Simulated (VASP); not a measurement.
An input for Quantum ESPRESSO's pw.x (written as the equivalent of a VASP run, and not itself run):

```
&CONTROL
  calculation = 'vc-relax'
  pseudo_dir = './pseudo'
  outdir = './out'
  tprnfor = .true.
  tstress = .true.
  nstep = 30
  forc_conv_thr = 0.00039
/
&SYSTEM
  ibrav = 0
  nat = 4
  ntyp = 2
  ecutwfc = 84
  occupations = 'smearing'
  smearing = 'gaussian'
  degauss = 0.003675
  input_dft = 'pbesol'
/
&ELECTRONS
  conv_thr = 7.3e-09
  electron_maxstep = 100
/
&IONS
/
&CELL
  cell_dofree = 'shape'
/
ATOMIC_SPECIES
  Sn 118.710 Sn.upf
  O 15.999 O.upf
CELL_PARAMETERS angstrom
     3.7701664    0.0000000    0.0000000
     0.0000000    3.7701664    0.0000000
     0.0000000    0.0000000    4.6810801
ATOMIC_POSITIONS crystal
  Sn   0.5000000  0.0000000  0.7559991
  Sn   0.0000000  0.5000000  0.2440009
  O    0.5000000  0.5000000  0.0000000
  O    0.0000000  0.0000000  0.0000000
K_POINTS automatic
  6 6 5 0 0 0
```

Task: Write the VASP files for the same calculation (PBEsol).

Result: Several could match; the one computed here: 
File KPOINTS:
```
Automatic mesh
0
Gamma
6 6 5
0 0 0
```

File POSCAR:
```
SnO
1.0
  3.7701664313   0.0000000000   0.0000000000
  0.0000000000   3.7701664313   0.0000000000
  0.0000000000   0.0000000000   4.6810801067
Sn O
2 2
direct
  0.5000000000   0.0000000000   0.7559990603
  0.0000000000   0.5000000000   0.2440009397
  0.5000000000   0.5000000000   0.0000000000
  0.0000000000   0.0000000000   0.0000000000
```

INCAR:
```
! general
SYSTEM  = SnO
PREC    = Accurate
ENCUT   = 520
LREAL   = .FALSE.
LASPH   = .TRUE.

! electronic loop
EDIFF   = 1E-7
NELM    = 100
ALGO    = Normal
LMAXMIX = 4

! smearing
ISMEAR  = 0
SIGMA   = 0.05

! functional
GGA     = PS

! ions
IBRION  = 2
NSW     = 30
ISIF    = 4
EDIFFG  = -0.01

! output
LWAVE   = .FALSE.
LCHARG  = .FALSE.
```

POTCAR, in this order: Sn_d O (PBE.64 set). Program: vasp_std.

The two are equivalent in intent, not identical: the potentials are each code's own (VASP's PAW set, PseudoDojo norm-conserving files in pw.x), so ENCUT and ecutwfc are chosen apart and not converted; conv_thr bounds pw.x's estimated SCF error, while EDIFF bounds the energy change between steps; forc_conv_thr acts on force components and is met together with etot_conv_thr.

The compound is SnO in the litharge structure. This cell is one point of a volume scan, at 0.97 of the reference volume. Symmetry was kept, so distortions that lower it aren't found.
